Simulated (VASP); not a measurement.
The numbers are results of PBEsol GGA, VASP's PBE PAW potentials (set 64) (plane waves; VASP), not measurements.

VASP input:

**POSCAR**
```
BeSe(110) slab
1
    5.1340816312     0.0000000000     0.0000000000
    0.0000000000     3.6303440811     0.0000000000
    0.0000000000     0.0000000000    25.8737607391
Be Se
6 6
Direct
  0.9424751263   0.0000000000   0.6587004010
  0.5170703491   0.5000000000   0.6082185357
  0.0149332710   0.0000000000   0.5341377561
  0.5149332710   0.5000000000   0.4658622439
  0.0170703491   0.0000000000   0.3917814643
  0.4424751263   0.5000000000   0.3412995990
  0.2656706743   0.0000000000   0.6050471426
  0.7471374064   0.5000000000   0.6809718903
  0.2627131730   0.0000000000   0.4640217896
  0.7627131730   0.5000000000   0.5359782104
  0.2471374064   0.0000000000   0.3190281097
  0.7656706743   0.5000000000   0.3949528574
```

INCAR:
```
LCHARG  =  F
LDIPOL  =  T
IDIPOL  =  3
LVHAR  =  T
LREAL  =  F   # projection in real space or not
ALGO  =  Normal
LASPH  =  T   # aspherical one-centre terms
SYSTEM  =  BeSe(110) slab
EDIFF  =  1E-6
ENCUT  =  400
LORBIT  =  11   # lm-projected
ISMEAR  =  0
NELM  =  100
DIPOL  =  0.5 0.5 0.5
LMAXMIX  =  4
LWAVE  =  F
GGA  =  PS   # PBEsol
NELMIN  =  4
PREC  =  Normal
SIGMA  =  0.05
```

### KPOINTS
```
Automatic
0
gamma
4 6 1
0 0 0
```

POTCAR, in this order: Be Se (PBE.64 set). Program: vasp_std. Read from the step before: WAVECAR.

### Question
What does the run give for the energy per atom (σ→0)?

### Answer

```
Item                                    Value
---------------------  ----------------------
energy per atom (σ→0)  -444.2 kJ/mol of atoms
```

OSZICAR:
```
       N       E                     dE             d eps       ncg     rms          rms(c)
DAV:   1    -0.552398007166E+02   -0.55240E+02   -0.57116E-05   901   0.495E-02    0.111E-02
DAV:   2    -0.552397963913E+02    0.43253E-05   -0.89047E-06   801   0.197E-02    0.410E-03
DAV:   3    -0.552397943285E+02    0.20628E-05   -0.58333E-06   747   0.150E-02    0.151E-03
DAV:   4    -0.552397944903E+02   -0.16187E-06   -0.26788E-06   752   0.678E-03
   1 F= -.55239794E+02 E0= -.55239794E+02  d E =-.210676E-15
```

The cell is a thin slab with vacuum, built from BeSe (zinc blende): (110) face.
